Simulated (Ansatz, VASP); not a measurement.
## Ta2W (Ta-W-Ta stack, (111) layers) in two plane-wave programs

Aim: how closely do two programs agree when they are given the same cell, functional and k mesh? Of the first pair: The structure shown is the start of the Ansatz relaxation below; VASP solves that cell, so the two are compared at the walk's first step.

Method: plane waves, with VASP 6.6.1 beside it; PBEsol, in Ansatz 0.2.0.

### 1. Set-up

The cell holds 3 atoms: 2 Ta and 1 W. Its edges and angles: a = 2.815 Å, b = 2.815 Å, c = 32.995 Å, α = 90.0°, β = 90.0°, γ = 120.0°. It derives from Ta2W. Vacuum lies along c. The height across the vacuum is the one that the program set for its solve, not the one typed.

### 2. Ansatz: relaxation, PBEsol

Ansatz runs on its PAW soft_1 files.

The two programs are compared at the cell with which this relaxation starts, whose forces are those of its first step.

File input.yaml:

```yaml
crystal:
  lattice:
    - [2.81524, 0.0, 0.0]
    - [-1.40762, 2.43807, 0.0]
    - [0.0, 0.0, 15.59727]
  atoms:
    - { symbol: Ta, position: [0.0, 0.0, 0.35262587] }
    - { symbol: W, position: [0.33333333, 0.66666667, 0.5] }
    - { symbol: Ta, position: [0.66666667, 0.33333333, 0.64737413] }
  periodic: [true, true, false]
kpoints:
  mp_grid: { grid: [9, 9, 1] }
hamiltonian:
  xc: pbesol
  pseudopotentials: { kind: paw, azcp: { folder: soft_1 }, xc_functional: pbe }
scf:
  occupations: { method: gaussian, width: 0.1 }
output:
  forces: true
  stress: true
  eigenvalues: true
relax:
  adjacent_minimum: "off"
  f_tol: 0.05
  max_steps: 80
  cell: { stress_2d_tol: 0.02 }
```

Started as:

```console
> ansatz run input.yaml --threads 4 --pin off --max-ram 12288MiB --backend cpu --events-out ev --progress --plain --runs-dir out
```

Numbers of over 12 decimals in the logs are rounded to 6 here.

The log of the run:

```text
Warning: crystal.periodic: the lattice vector that does not repeat stood 0.000° off the slab's normal, 15.597 Å along it as the deck builds it. The run solves the slab on a vector along the normal, 32.995 Å long, with every atom where it was (on the deck's vector they left 11.00 Å outside them, and the widest stretch free of ions among them is 2.30 Å). A fractional position that the run reports is one of the run's ce [...]
The last accepted step is kept in <dir> (removed where the run ends without a failure and the disk answers)
crystal.periodic: the lattice vector that does not repeat stood 0.000° off the slab's normal, 15.597 Å along it as the deck builds it. The run solves the slab on a vector along the normal, 32.995 Å long, with every atom where it was (on the deck's vector they left 11.00 Å outside them, and the widest stretch free of ions among them is 2.30 Å). A fractional position that the run reports is one of the run's cell, which [...]
Engine: ansatz 0.2.0, aarch64-unknown-linux-gnu
Pseudopotentials: kind: paw
Pseudopotential: Ta, paw, valence charge 13, recommended cutoff 420 eV (normal), soft_1/Ta.paw.azcp
Pseudopotential: W, paw, valence charge 14, recommended cutoff 420 eV (normal), soft_1/W.paw.azcp
Functional definition: PBEsol
  exchange = pbesol_x
  correlation = pbesol_c
Crystal: 3 atoms, lattice volume = 226.466 Å³
Basis set: ecut = 420 eV, 4467 PW (Γ), exchange–correlation on 40×40×450 points (8 copies of the dense FFT grid, shifted against one another)
Bands: 24, of which v1, the nominal top of the filled ones, is band 20 counted from 1 (19 counted from 0)
Symmetry: 12 space group operations
Space group: P-3m1 (ITA 164), of the structure as read, at distance tolerance 6.1e-5 Å
k-points: 12 of 81
Non-local potential: Ta, projectors of the file, l = 0: 3, l = 1: 2, l = 2: 2, l = 3: 1
Non-local potential: W, projectors of the file, l = 0: 3, l = 1: 2, l = 2: 2, l = 3: 1
PAW form: soft (Blöchl's): semilocal exchange-correlation on the pseudo side does not see the compensation charge
PAW frozen core: Ta, regenerated for the run's functional, and the local potential with it (the file was generated under x = pbe(κ = 0.804, μ = 0.219515), c = pbe(β = 0.066725))
PAW frozen core: W, regenerated for the run's functional, and the local potential with it (the file was generated under x = pbe(κ = 0.804, μ = 0.219515), c = pbe(β = 0.066725))
PAW one-centre angular grid: Ta, 590 points (default); XC on 64 Gauss nodes
PAW one-centre angular grid: W, 590 points (default); XC on 64 Gauss nodes
Initial density: superposition of atomic densities (neutral atoms: chi_scale 0, normalization atom)
Initial wavefunctions: pseudopotential atomic-orbital guess
Functional: x = pbesol(κ = 0.804, μ = 0.123457), c = pbesol(β = 0.046)
[...]
Basis set: ecut = 420 eV, 4245 PW (Γ), exchange–correlation on 40×40×450 points (8 copies of the dense FFT grid, shifted against one another)
iter 1 solved again at ethr=2.60e-5 eV; its pass at ethr=3.10e-3 eV (dr2=1.04e-2 eV) is discarded
SCF iter   1: F=—  HF=-29869.210164 eV  |F-HF|=—  |Δ(HF+E_count)|=         —  Δρ=6.87e-4  dr2=1.06e-2  ethr=2.60e-5  ⟨swp⟩=2.1  Hψ=1874  notcnv=0
preconditioner: auto → LDOS  [metal: Δε(μ)=0.089 eV  Ē_g=3.906 eV  σ=0.100 eV  W_gap=0.44  n_scr=20 (ndim 8)  ℏωp=10.1 eV  f_vac=0.702  D(μ)=4.55/eV (n_scr^D=20)  β→1.0]
SCF iter   2: F=—  HF=-29869.209610 eV  |F-HF|=—  |Δ(HF+E_count)|=   5.54e-4  Δρ=3.45e-4  dr2=4.47e-4  ethr=2.60e-5  ⟨swp⟩=2.4  Hψ=407  notcnv=0
SCF iter   3: F=—  HF=-29869.209499 eV  |F-HF|=—  |Δ(HF+E_count)|=   1.10e-4  Δρ=1.30e-4  dr2=4.26e-4  ethr=1.12e-6  ⟨swp⟩=4.8  Hψ=887  notcnv=0
SCF iter   4: F=—  HF=-29869.209467 eV  |F-HF|=—  |Δ(HF+E_count)|=   3.19e-5  Δρ=7.49e-5  dr2=1.17e-4  ethr=1.06e-6  ⟨swp⟩=1.4  Hψ=297  notcnv=0
SCF iter   5: F=—  HF=-29869.209447 eV  |F-HF|=—  |Δ(HF+E_count)|=   2.03e-5  Δρ=1.38e-5  dr2=1.44e-6  ethr=2.92e-7  ⟨swp⟩=3.0  Hψ=467  notcnv=0
SCF iter   6: F=—  HF=-29869.209448 eV  |F-HF|=—  |Δ(HF+E_count)|=   6.47e-7  Δρ=6.25e-6  dr2=9.81e-7  ethr=7.50e-10  ⟨swp⟩=15.0  Hψ=1935  notcnv=0
SCF iter   7: F=-29869.209448 eV  HF=-29869.209448 eV  |F-HF|=6.22e-8  |Δ(HF+E_count)|=   2.39e-8  Δρ=2.01e-6  dr2=8.52e-8  ethr=7.50e-10  ⟨swp⟩=5.2  Hψ=1321  notcnv=0
SCF 5 converged in 7 iterations: F = -29869.209448 eV  dr2 = 8.52e-8
relax step   5: F+E_penalty+E_count = -29869.20944764 eV  Δ(F+E_penalty+E_count) = -8.563e-4 eV  max|allowed force component| = 1.907e-3 eV/Å  Δτ_max = 0.0079 Å  P = -0.036 N/m  Ω = 217.642 Å³  energy of the carried Pulay correction = +5.616e-4 eV  fix = [c, alpha, beta]  reactions: c -0.000 N/m  (7 SCF iters, dr2 threshold 3.00e-7 eV, accepted)
[...]
relax step   6: F+E_penalty+E_count = -29869.20945257 eV  Δ(F+E_penalty+E_count) = -4.936e-6 eV  max|allowed force component| = 2.036e-4 eV/Å  Δτ_max = 0.0004 Å  P = -0.002 N/m  Ω = 217.600 Å³  energy of the carried Pulay correction = +5.643e-4 eV  fix = [c, alpha, beta]  reactions: c -0.000 N/m  (7 SCF iters, dr2 threshold 1.52e-9 eV, accepted)
[...]
relax step   7: F+E_penalty+E_count = -29869.20894226 eV  Δ(F+E_penalty+E_count) = +5.103e-4 eV  max|allowed force component| = 1.507e-4 eV/Å  Δτ_max = 0.0000 Å  P = -0.007 N/m  Ω = 217.600 Å³  fix = [c, alpha, beta]  reactions: c -0.000 N/m  stress off target by 6.57e-3 N/m on what of the cell is left free  SCF on the basis re-selected at this cell (its energy is not comparable with the rows above)  (7 SCF iters)
basis re-selected at this cell: Δ(F+E_penalty+E_count) = +5.103e-4 eV, ΔP = -0.005 N/m vs the last step (what re-selecting the basis moved, of the pressure what is left beyond the Pulay correction that the steps carried, after the strain that the cell walked since its last selection, with what the two solves' SCF thresholds leave and, on support functions, any second-order correction that the steps lacked; it is no m [...]
SCF converged after 7 iterations
Free energy (F): -29869.208942 eV
Harris-Foulkes:  -29869.208942 eV  (|F-HF|=2.91e-11)
Internal energy: -29869.185189 eV  (E = F + TS)
E sigma→0 (E₀):  -29869.197066 eV
Entropy (-TS):   -0.023753 eV (-7.918 meV/atom)
Fermi energy:    -5.196385 eV
--- Per-component energies (eV) ---
  E_band       = -1298.474951
  E_kinetic    = 1211.175730
  E_local      = -130361.778183  (includes V_loc(G=0)·N_el)
  E_nonlocal   = -39.463341
  E_hartree    = 64481.199402
  E_xc         = -902.386227
  E_vxc        = -696.541065  (∫ρ·V_xc dr)
  E_paw        = -24813.768434  (= ΣΔE_a)
  E_vpaw       = -374.267426  (= ΣTr[D̂ρ^β])
  E_aug_tail   = 0.000347  (compensation charges beyond the density's cutoff)
  E_ewald      = 60555.186232
  E_core_change = 0.649283  (= ΣΔE_core)
  E_smearing   = -0.023753  (= −TS)
  E_closure    = -0.000000  (closes the sum)
  Σ components = -29869.208942   (vs F -29869.208942, Δ=0.00e0)
--- Forces (eV/Å), atoms counted from 1 ---
  atom   1  Ta     0.00000000     0.00000000     0.00015068
  atom   2  W     -0.00000000     0.00000000     0.00000000
  atom   3  Ta    -0.00000000    -0.00000000    -0.00015068
  max |Σ_I F_I| component: 2.31e-18 eV/Å
--- 2D stress c σ (N/m, compression-positive) ---
       -0.006569       0.000000      -0.000000
        0.000000      -0.006569      -0.000000
       -0.000000      -0.000000      -0.000000
  P = ½ c Tr σ = -0.0066 N/m
--- Band table (eV; the first three rows and the last of 12) ---
  k-point 0: bands = [... 16 lower, -6.5635, -5.5901, -5.5840, -5.5840, -5.0194, -4.4160, -4.4160, -4.2246]
  k-point 1: bands = [... 16 lower, -6.7151, -6.1285, -5.5604, -5.1742, -5.1059, -4.8770, -4.7144, -4.0015]
  k-point 2: bands = [... 16 lower, -6.9563, -6.6574, -5.7360, -5.5940, -5.4311, -4.5075, -3.7985, -3.5771]
  k-point 11: bands = [... 16 lower, -7.3119, -5.8838, -5.3473, -5.3473, -5.3442, -5.3352, -3.7105, -3.7105]
--- Relaxed structure (6 steps of the walk, 6 accepted, 1 SCFs on fresh bases) ---
  F+E_penalty+E_count = -29869.20894226 eV   max|allowed force component| = 1.507e-4 eV/Å   (the final SCF, on the basis selected at the relaxed cell)
  cell:  # Å, volume = 217.5998 Å³
    - [2.759579, 0.0, 0]
    - [-1.379790, 2.389866, 0]
    - [0, 0, 32.994536]
  atoms:
    - { symbol: Ta, position: [-9.260283604937628e-18, 0, 0.160531] }
    - { symbol: W, position: [0.333333, 0.666667, 0.236361] }
    - { symbol: Ta, position: [0.666667, 0.333333, 0.312192] }
```

In the SCF lines HF is the Harris–Foulkes energy and dr2 the Hartree energy of the density residual, in eV; the loop may stop once dr2 is under the threshold and the program's other checks hold. Hψ counts applications of the Hamiltonian.

### 3. VASP: single point, PBEsol, start cell, pair 1

The same cell, functional, mesh and smearing now go to VASP, with its own data sets.

Lines of VASP's logs that name or quote its potential files are left out, and so is its time.

File INCAR:

```
SYSTEM = Ta2W
PREC = Accurate
ENCUT = 520
EDIFF = 1E-06
NELM = 120
ISMEAR = 0
SIGMA = 0.1
LREAL = .FALSE.
ALGO = Normal
GGA = PS
NBANDS = 20
LASPH = .TRUE.
LORBIT = 11
LWAVE = .FALSE.
LCHARG = .FALSE.
ISIF = 2
LDIPOL = .TRUE.
IDIPOL = 3
DIPOL = 0.5 0.5 0.236
LVHAR = .TRUE.
GGA_COMPAT = .FALSE.
NELMDL = -8
KPAR = 2
```

File POSCAR:

```
Ta2W
1.0
    2.8152400000      0.0000000000      0.0000000000
   -1.4076200000      2.4380700000      0.0000000000
    0.0000000000      0.0000000000     32.9945360000
Ta W
2 1
Direct
    0.0000000000      0.0000000000      0.1666942975
    0.6666666667      0.3333333333      0.3060285194
    0.3333333333      0.6666666667      0.2363614084
```

File KPOINTS:

```
Automatic mesh
0
Gamma
9 9 1
0 0 0
```

The projector-augmented-wave data sets are Ta_pv and W (PBE family, release 64).

Started as:

```console
> mpirun -np 2 vasp_std
```

The log of the run:

```text
[banner, memory and clock lines left out]
running    2 mpi-ranks, on    1 nodes
 distrk:  each k-point on    1 cores,    2 groups
 distr:  one band on    1 cores,    1 groups

 POSCAR found type information on POSCAR TaW
 POSCAR found :  2 types and       3 ions
|                                                                             |
|               ----> ADVICE to this user running VASP <----                  |
|                                                                             |
|     You enforced a specific xc type in the INCAR file but a different       |
|     [... a line on the potential file left out ...]
|     I HOPE YOU KNOW WHAT YOU ARE DOING!                                     |
|                                                                             |

 LDA part: xc-table for (Slater+PW92), standard interpolation
 POSCAR, INCAR and KPOINTS ok, starting setup
 FFT: planning ... GRIDC
 FFT: planning ... GRID_SOFT
 FFT: planning ... GRID
 WAVECAR not read
 entering main loop
       N       E                     dE             d eps       ncg     rms          rms(c)
DAV:   1     0.161224770591E+03    0.16122E+03   -0.14215E+04   608   0.110E+03
DAV:   2    -0.287442529287E+02   -0.18997E+03   -0.18620E+03   704   0.260E+02
DAV:   3    -0.376649599381E+02   -0.89207E+01   -0.86754E+01   596   0.522E+01
DAV:   4    -0.379363128680E+02   -0.27135E+00   -0.26594E+00   732   0.823E+00
DAV:   5    -0.379410686704E+02   -0.47558E-02   -0.47499E-02   692   0.983E-01
DAV:   6    -0.379412025897E+02   -0.13392E-03   -0.13389E-03   748   0.144E-01
DAV:   7    -0.379412069544E+02   -0.43648E-05   -0.43641E-05   700   0.222E-02
DAV:   8    -0.379412071349E+02   -0.18046E-06   -0.18047E-06   644   0.378E-03    0.287E+01
DAV:   9    -0.369432723502E+02    0.99793E+00   -0.15363E+01   640   0.165E+01    0.157E+01
DAV:  10    -0.474626301906E+02   -0.10519E+02   -0.83488E+01   664   0.348E+01    0.155E+01
DAV:  11    -0.355949083114E+02    0.11868E+02   -0.50527E+01   700   0.265E+01    0.215E+00
DAV:  12    -0.355586926921E+02    0.36216E-01   -0.14278E+00   604   0.575E+00    0.137E+00
DAV:  13    -0.355542418856E+02    0.44508E-02   -0.47859E-02   668   0.135E+00    0.812E-01
DAV:  14    -0.355418242051E+02    0.12418E-01   -0.22119E-02   576   0.787E-01    0.379E-01
[...]
DAV:  21    -0.355413703127E+02   -0.17982E-03   -0.19178E-05   560   0.182E-02    0.717E-03
DAV:  22    -0.355413945319E+02   -0.24219E-04   -0.20955E-06   440   0.566E-03    0.715E-03
DAV:  23    -0.355414193096E+02   -0.24778E-04   -0.16113E-06   388   0.651E-03    0.329E-03
DAV:  24    -0.355414305733E+02   -0.11264E-04   -0.31679E-07   352   0.234E-03    0.297E-03
DAV:  25    -0.355414366787E+02   -0.61054E-05   -0.19993E-07   340   0.143E-03    0.154E-03
DAV:  26    -0.355414394310E+02   -0.27523E-05   -0.11154E-07   288   0.211E-03    0.404E-04
DAV:  27    -0.355414407122E+02   -0.12813E-05   -0.45975E-08   260   0.915E-04    0.516E-04
DAV:  28    -0.355414409683E+02   -0.25607E-06   -0.11913E-08   252   0.625E-04
   1 F= -.35541441E+02 E0= -.35530200E+02  d E =-.224811E-01
```

OUTCAR, selected parts (step 3):

```text
ion  position               nearest neighbor table
   1  0.000  0.000  0.167-   3 2.82   3 2.82   3 2.82
   2  0.667  0.333  0.306-   3 2.82   3 2.82   3 2.82
   3  0.333  0.667  0.236-   1 2.82   1 2.82   2 2.82   2 2.82   1 2.82   2 2.82

  LATTYP: Found a hexagonal cell.
 ALAT       =     2.8152400000
 C/A-ratio  =    11.7199727199

 Subroutine GETGRP returns: Found 12 space group operations
 (whereof  6 operations were pure point group operations)

The static configuration has the point symmetry C_3v.
 The point group associated with its full space group is D_3d.

 Found     12 irreducible k-points:

   k-points           NKPTS =     12   k-points in BZ     NKDIM =     12   number of bands    NBANDS=     20

   dimension x,y,z NGX =    24 NGY =   24 NGZ =  250
   dimension x,y,z NGXF=    48 NGYF=   48 NGZF=  500

   ENCUT  =  520.0 eV  38.22 Ry    6.18 a.u.   5.23  5.23 61.35*2*pi/ulx,y,z

   NELECT =      28.0000    total number of electrons

 k-points in reciprocal lattice and weights: Automatic mesh
   0.00000000  0.00000000  0.00000000       0.012
   0.11111111  0.00000000  0.00000000       0.074
   0.22222222  0.00000000  0.00000000       0.074
   0.33333333  0.00000000  0.00000000       0.074
   0.44444444  0.00000000  0.00000000       0.074
   0.11111111  0.11111111  0.00000000       0.074
   0.22222222  0.11111111  0.00000000       0.148
   0.33333333  0.11111111  0.00000000       0.148
   0.44444444  0.11111111  0.00000000       0.074
   0.22222222  0.22222222  0.00000000       0.074
   0.33333333  0.22222222  0.00000000       0.148
   0.33333333  0.33333333  0.00000000       0.025

 dipolmoment           0.000000      0.000000      0.000001 electrons x Angstroem

 average (electrostatic) potential at core
       1 -44.1434       2 -44.1434       3 -47.0608

 E-fermi :  -2.1859

 k-point     1 :       0.0000    0.0000    0.0000
  band No.  band energies     occupation
    ...
     10      -3.2098      2.00000
     11      -3.0197      2.00000
     12      -2.7393      2.00000
     13      -2.7393      2.00000
     14      -2.6549      2.00000
     15      -1.8669      0.00001
     16      -1.8669      0.00001
     17      -1.6055      0.00000
     18      -1.3488      0.00000
     19      -1.3488      0.00000
    ...

 k-point     2 :       0.1111    0.0000    0.0000
  band No.  band energies     occupation
    ...
     10      -3.6369      2.00000
     11      -3.2878      2.00000
     12      -3.0931      2.00000
     13      -2.5176      2.00000
     14      -2.3049      1.90759
     15      -2.0894      0.17218
     16      -1.8752      0.00001
     17      -1.6901      0.00000
     18      -1.5982      0.00000
     19      -0.8497      0.00000
    ...

 k-point     3 :       0.2222    0.0000    0.0000
  band No.  band energies     occupation
    ...
     11      -4.2141      2.00000
     12      -3.3700      2.00000
     13      -2.7213      2.00000
     14      -2.6205      2.00000
     15      -2.1634      0.74969
     16      -1.4806      0.00000
     17      -1.1816      0.00000
     18      -1.0388      0.00000
     19      -0.0466      0.00000
     20       0.5735      0.00000

  Total        0.3575789      0.3575791      5.4522631      0.0000000      0.0000000      0.0000000
  in kB        2.5297572      2.5297585     38.5730310      0.0000000      0.0000000      0.0000000
  external PRESSURE =      14.5441822 kB  Pullay stress =       0.0000000 kB

  energy-cutoff  :      520.00
  volume of cell :      226.47
      direct lattice vectors                 reciprocal lattice vectors
     2.815240000  0.000000000  0.000000000     0.355209503  0.205080248  0.000000000
    -1.407620000  2.438070000  0.000000000     0.000000000  0.410160496  0.000000000
     0.000000000  0.000000000 32.994536000     0.000000000  0.000000000  0.030308049

 POSITION                                       TOTAL-FORCE (eV/Angst)
 -----------------------------------------------------------------------------------
      0.00000      0.00000      5.50000        -0.000000      0.000000     -1.189930
      1.40762      0.81269     10.09727         0.000000     -0.000000      1.189930
     -0.00000      1.62538      7.79863         0.000000      0.000000      0.000000
 -----------------------------------------------------------------------------------
    total drift:                               -0.000000      0.000000      0.000005

  FREE ENERGIE OF THE ION-ELECTRON SYSTEM (eV)
  ---------------------------------------------------
  free  energy   TOTEN  =       -35.5414409683 eV

  energy  without entropy=      -35.5189598788  energy(sigma->0) =      -35.53020042

 vacuum level on the upper side and lower side of the slab         2.579         2.579

 total charge
# of ion       s       p       d       tot
------------------------------------------
    1        0.410   6.132   2.473   9.015
    2        0.410   6.132   2.473   9.015
    3        0.708   0.715   4.216   5.640
--------------------------------------------------
tot          1.528  12.979   9.163  23.670

[... 3 further parts left out ...]
```

The run ends at a pressure of 1.45 GPa, with forces up to 1.2 eV/Å.

### 4. Comparison

Known differences besides the potentials themselves: Ansatz cuts the interaction across the vacuum, VASP repeats the sheet with a dipole correction (LDIPOL); the data sets hold 40 valence electrons in Ansatz (on its PAW soft_1 files) and 28 in VASP; the cutoff is 420 eV in Ansatz and 520 eV in VASP; Ansatz makes its cores anew for this functional, VASP keeps those of its PBE data sets. Total energies have different zeros and are not compared.

Forces (eV/Å; atoms numbered as in POSCAR):

| atom | Ansatz x, y, z | VASP x, y, z |
| --- | --- | --- |
| Ta1 | 0.000, 0.000, -1.225 | 0.000, 0.000, -1.190 |
| Ta2 | 0.000, 0.000, 1.225 | 0.000, 0.000, 1.190 |
| W3 | 0.000, 0.000, 0.000 | 0.000, 0.000, 0.000 |

The forces differ by 16 meV/Å r.m.s., which is 2.9 % of the r.m.s. force of 0.561 eV/Å (both taken over all components). Where the cell holds vacuum, a pressure given here is an average over it and none of the material.

### 5. Ansatz: relaxation, PBEsol

This run makes the geometry at which the two programs are then compared.

The structure compared here is the end of the Ansatz relaxation.

This is the run of step 2 again, met here at its other cell.

[end of part 1 of 2]

[Lines on the potential files, build, host, timing and source positions are cut from VASP's logs without a mark.]

[Logs are printed without paths, hosts, clocks, repeated set-up lines and the standing remarks that a program may print on its own settings, such as how far it seeks lower states.]

[Hosts, paths, dates, database ids (printed as entryN), source tags and the programs' standing remarks are cut or masked in the printed files.]
